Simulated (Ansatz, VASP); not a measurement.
# Cross-check of GaN (4H polytype (invented)) between VASP and Ansatz

One calculation is typed for both programs; each brings its own data sets. How far apart do they land? The cell is taken from a series of runs on this material, whose earlier steps may have relaxed, scaled, displaced or heated it; both programs get it as it stands.

Method: plane waves, with VASP 6.6.1 beside it; single point at r2SCAN, in Ansatz 0.2.0.

## (1) Set-up

The structure is hexagonal, space group P6_3mc (No. 186). The conventional cell has a = 3.182 Å, b = 3.182 Å, c = 10.378 Å, α = 90.00°, β = 90.00°, γ = 120.00°. Nearest to Ga lie 4 N at 1.95 Å. Nearest to N lie 4 Ga at 1.95 Å. Nearest to N lie 4 Ga at 1.95 Å. Farther neighbours and most contacts between anions are not listed.

## (2) VASP: single point, r2SCAN

A single point gives forces, pressure and levels at one fixed geometry, so differences don't come from the geometry; what else differs is listed under the comparison.

Lines of VASP's logs that name or quote its potential files are left out, and so is its time.

The input, INCAR:

```
SYSTEM = GaN
PREC = Accurate
ENCUT = 580
EDIFF = 1E-06
NELM = 120
ISMEAR = 0
SIGMA = 0.01
LREAL = .FALSE.
ALGO = Normal
METAGGA = R2SCAN
LASPH = .TRUE.
NBANDS = 44
LORBIT = 11
LWAVE = .FALSE.
LCHARG = .FALSE.
ISIF = 2
GGA_COMPAT = .FALSE.
EFERMI = MIDGAP
LMIXTAU = .TRUE.
KPAR = 2
```

The input, POSCAR:

```
GaN
1.0
    3.1816511902      0.0000000000      0.0000000000
   -1.5908255951      2.7553907566      0.0000000000
    0.0000000000      0.0000000000     10.3775983659
Ga N
4 4
Direct
    0.6666666667      0.3333333333      0.9999346924
    0.0000000000      0.0000000000      0.2496395449
    0.3333333333      0.6666666667      0.4999346924
    0.0000000000      0.0000000000      0.7496395449
    0.6666666667      0.3333333333      0.1877835299
    0.0000000000      0.0000000000      0.4376422327
    0.3333333333      0.6666666667      0.6877835299
    0.0000000000      0.0000000000      0.9376422327
```

The input, KPOINTS:

```
Automatic mesh
0
Gamma
9 9 4
0 0 0
```

PAW data sets: Ga_d and N (PBE family, release 64).

The run is started by

```sh
$ mpirun -np 2 vasp_std
```

Numbers of over 12 decimals in the logs are rounded to 6 here.

Output:

```text
[banner, memory and clock lines left out]
running    2 mpi-ranks, on    1 nodes
 distrk:  each k-point on    1 cores,    2 groups
 distr:  one band on    1 cores,    1 groups

 POSCAR found type information on POSCAR GaN
 POSCAR found :  2 types and       8 ions
|                                                                             |
|               ----> ADVICE to this user running VASP <----                  |
|                                                                             |
|     You enforced a specific xc type in the INCAR file but a different       |
|     [... a line on the potential file left out ...]
|     I HOPE YOU KNOW WHAT YOU ARE DOING!                                     |
|                                                                             |

 LDA part: xc-table for (None), standard interpolation
 POSCAR, INCAR and KPOINTS ok, starting setup
 FFT: planning ... GRIDC
 FFT: planning ... GRID_SOFT
 FFT: planning ... GRID
 WAVECAR not read
 entering main loop
       N       E                     dE             d eps       ncg     rms          rms(c)
DAV:   1     0.771803769468E+03    0.77180E+03   -0.36122E+04  3452   0.333E+03
DAV:   2     0.625277482935E+02   -0.70928E+03   -0.68054E+03  3256   0.775E+02
DAV:   3    -0.941959358278E+02   -0.15672E+03   -0.15273E+03  3728   0.239E+02
DAV:   4    -0.106837001187E+03   -0.12641E+02   -0.12545E+02  3924   0.696E+01
DAV:   5    -0.107298960011E+03   -0.46196E+00   -0.46084E+00  4212   0.134E+01    0.144E+01
DAV:   6    -0.938378960326E+02    0.13461E+02   -0.23083E+01  5384   0.545E+01    0.461E+00
DAV:   7    -0.880384134648E+02    0.57995E+01   -0.46057E+00  3496   0.128E+01    0.333E+00
DAV:   8    -0.914954566312E+02   -0.34570E+01   -0.23333E+00  4016   0.257E+01    0.161E+00
DAV:   9    -0.902194948801E+02    0.12760E+01   -0.86745E-01  3448   0.830E+00    0.160E+00
DAV:  10    -0.883046207419E+02    0.19149E+01   -0.26218E-01  3896   0.611E+00    0.114E+00
DAV:  11    -0.873313228639E+02    0.97330E+00   -0.56693E-01  4540   0.834E+00    0.434E-01
DAV:  12    -0.875437210454E+02   -0.21240E+00   -0.16752E-01  3844   0.354E+00    0.343E-01
DAV:  13    -0.875677752889E+02   -0.24054E-01   -0.14104E-02  3936   0.140E+00    0.240E-01
DAV:  14    -0.875554758900E+02    0.12299E-01   -0.22877E-02  3600   0.169E+00    0.300E-01
[...]
DAV:  21    -0.876182995133E+02   -0.22482E-03   -0.73687E-05  4108   0.859E-02    0.568E-02
DAV:  22    -0.876183059912E+02   -0.64780E-05   -0.10199E-04  4212   0.979E-02    0.362E-02
DAV:  23    -0.876182887451E+02    0.17246E-04   -0.66723E-05  4260   0.648E-02    0.144E-02
DAV:  24    -0.876182963664E+02   -0.76213E-05   -0.12962E-05  4592   0.379E-02    0.410E-03
DAV:  25    -0.876182937715E+02    0.25949E-05   -0.35133E-06  2800   0.191E-02    0.254E-03
DAV:  26    -0.876182952120E+02   -0.14405E-05   -0.63165E-07  1804   0.710E-03    0.380E-03
DAV:  27    -0.876182935681E+02    0.16439E-05   -0.15053E-07  1716   0.218E-02    0.210E-03
DAV:  28    -0.876182930448E+02    0.52329E-06   -0.98610E-08  1716   0.149E-02
   1 F= -.87618293E+02 E0= -.87618293E+02  d E =0.000000E+00
```

OUTCAR, selected parts (step 2):

```text
ion  position               nearest neighbor table
   1  0.667  0.333  1.000-   8 1.95   8 1.95   8 1.95   5 1.95
   2  0.000  0.000  0.250-   5 1.95   5 1.95   5 1.95   6 1.95
   3  0.333  0.667  0.500-   6 1.95   6 1.95   6 1.95   7 1.95
   4  0.000  0.000  0.750-   7 1.95   7 1.95   7 1.95   8 1.95
   5  0.667  0.333  0.188-   2 1.95   2 1.95   2 1.95   1 1.95
   6  0.000  0.000  0.438-   3 1.95   3 1.95   3 1.95   2 1.95
   7  0.333  0.667  0.688-   4 1.95   4 1.95   4 1.95   3 1.95
   8  0.000  0.000  0.938-   1 1.95   1 1.95   1 1.95   4 1.95

  LATTYP: Found a hexagonal cell.
 ALAT       =     3.1816511902
 C/A-ratio  =     3.2617020992

 Subroutine GETGRP returns: Found 12 space group operations
 (whereof  6 operations were pure point group operations)

The static configuration has the point symmetry C_3v.
 The point group associated with its full space group is C_6v.

 Found     36 irreducible k-points:

   k-points           NKPTS =     36   k-points in BZ     NKDIM =     36   number of bands    NBANDS=     44

   dimension x,y,z NGX =    28 NGY =   28 NGZ =   84
   dimension x,y,z NGXF=    56 NGYF=   56 NGZF=  168

   ENCUT  =  580.0 eV  42.63 Ry    6.53 a.u.   6.25  6.25 20.38*2*pi/ulx,y,z

   NELECT =      72.0000    total number of electrons

 k-points in reciprocal lattice and weights: Automatic mesh
   0.00000000  0.00000000  0.00000000       0.003
   0.11111111  0.00000000  0.00000000       0.019
   0.22222222  0.00000000  0.00000000       0.019
   0.33333333  0.00000000  0.00000000       0.019
   0.44444444  0.00000000  0.00000000       0.019
   0.11111111  0.11111111  0.00000000       0.019
   0.22222222  0.11111111  0.00000000       0.037
   0.33333333  0.11111111  0.00000000       0.037
   0.44444444  0.11111111  0.00000000       0.019
[...]
0.33333333  0.22222222  0.50000000       0.037
   0.33333333  0.33333333  0.50000000       0.006

 average (electrostatic) potential at core
       1 -68.2503       2 -68.2242       3 -68.2503       4 -68.2242       5 -64.8874
       6 -64.9292       7 -64.8874       8 -64.9292

 E-fermi :   6.2164

 k-point     1 :       0.0000    0.0000    0.0000
  band No.  band energies     occupation
    ...
     32       4.5688      2.00000
     33       4.5688      2.00000
     34       5.0730      2.00000
     35       5.0924      2.00000
     36       5.0924      2.00000
     37       7.3405      0.00000
     38       9.6084      0.00000
     39       9.9320      0.00000
     40      10.1000      0.00000
     41      14.2623      0.00000
    ...

 k-point     2 :       0.1111    0.0000    0.0000
  band No.  band energies     occupation
    ...
     32       4.1779      2.00000
     33       4.3417      2.00000
     34       4.3722      2.00000
     35       4.9515      2.00000
     36       4.9816      2.00000
     37       8.2445      0.00000
     38      10.1624      0.00000
     39      10.4554      0.00000
     40      10.8306      0.00000
     41      13.8006      0.00000
    ...

 k-point     3 :       0.2222    0.0000    0.0000
  band No.  band energies     occupation
    ...
     32       3.2146      2.00000
     33       3.8886      2.00000
     34       3.9111      2.00000
     35       4.5874      2.00000
     36       4.6788      2.00000
     37       9.5053      0.00000
     38      10.7198      0.00000
     39      10.8189      0.00000
     40      11.9479      0.00000
     41      13.1034      0.00000
    ...

  Total        0.6124889      0.6124889      0.6442147      0.0000000     -0.0000000      0.0000000
  in kB       10.7863919     10.7863919     11.3451062      0.0000000     -0.0000000      0.0000000
  external PRESSURE =      10.9726300 kB  Pullay stress =       0.0000000 kB

  energy-cutoff  :      580.00
  volume of cell :       90.98
      direct lattice vectors                 reciprocal lattice vectors
     3.181651190  0.000000000  0.000000000     0.314302210  0.181462465  0.000000000
    -1.590825595  2.755390757  0.000000000     0.000000000  0.362924931  0.000000000
     0.000000000  0.000000000 10.377598366     0.000000000  0.000000000  0.096361409

 POSITION                                       TOTAL-FORCE (eV/Angst)
 -----------------------------------------------------------------------------------
      1.59083      0.91846     10.37692        -0.000000     -0.000000      0.002758
      0.00000      0.00000      2.59066        -0.000000     -0.000000     -0.001190
     -0.00000      1.83693      5.18812         0.000000      0.000000      0.002758
      0.00000      0.00000      7.77946        -0.000000      0.000000     -0.001190
      1.59083      0.91846      1.94874        -0.000000     -0.000000      0.000239
      0.00000      0.00000      4.54168         0.000000      0.000000     -0.001807
     -0.00000      1.83693      7.13754         0.000000     -0.000000      0.000239
      0.00000      0.00000      9.73047         0.000000     -0.000000     -0.001807
 -----------------------------------------------------------------------------------
    total drift:                                0.000002      0.000003     -0.029029

  FREE ENERGIE OF THE ION-ELECTRON SYSTEM (eV)
  ---------------------------------------------------
  free  energy   TOTEN  =       -87.6182930448 eV

  energy  without entropy=      -87.6182930448  energy(sigma->0) =      -87.61829304

 total charge
# of ion       s       p       d       tot
------------------------------------------
    1        0.757   0.885  10.193  11.835
    2        0.756   0.882  10.194  11.832
    3        0.757   0.885  10.193  11.835
    4        0.756   0.882  10.194  11.832
    5        1.230   2.550   0.000   3.780
    6        1.230   2.547   0.000   3.777
    7        1.230   2.550   0.000   3.780
    8        1.230   2.547   0.000   3.777
--------------------------------------------------
tot          7.944  13.731  40.774  62.449

[... 3 further parts left out ...]
```

The gap is read on the k-mesh alone, so it is an upper bound where the band edges lie off the mesh.

[end of part 1 of 2]

[Lines on the potential files, build, host, timing and source positions are cut from VASP's logs without a mark.]

[Logs are printed without paths, hosts, clocks, repeated set-up lines and the standing remarks that a program may print on its own settings, such as how far it seeks lower states.]

[Hosts, paths, dates, database ids (printed as entryN), source tags and the programs' standing remarks are cut or masked in the printed files.]
